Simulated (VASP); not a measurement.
Given:

```
GaP
1.0
    0.00000     2.72500     2.72500
    2.72500     0.00000     2.72500
    2.72500     2.72500     0.00000
Ga P
1 1
Direct
  0.00000   0.00000   0.00000
  0.25000   0.25000   0.25000
```

Calculation: PBE GGA, VASP's PBE PAW potentials (set 64) (plane waves; VASP). Run with PREC = Normal, 500 eV cut-off, 4×4×4 Γ-centred mesh, Gaussian smearing of 0.010 eV, potentials Ga_d_GW P_GW.

Q: Give the stress tensor in GPa (positive for a compressed cell).

A: 
```
2.74  0.00  0.00
0.00  2.74  0.00
0.00  0.00  2.74
```
The pressure is its mean diagonal, 2.74 GPa.

The compound is GaP in the zinc blende structure. The cell was not relaxed at this level. The k-mesh is coarse (spacing up to 0.50 per Å, 2π included), so the numbers may not be converged in it.
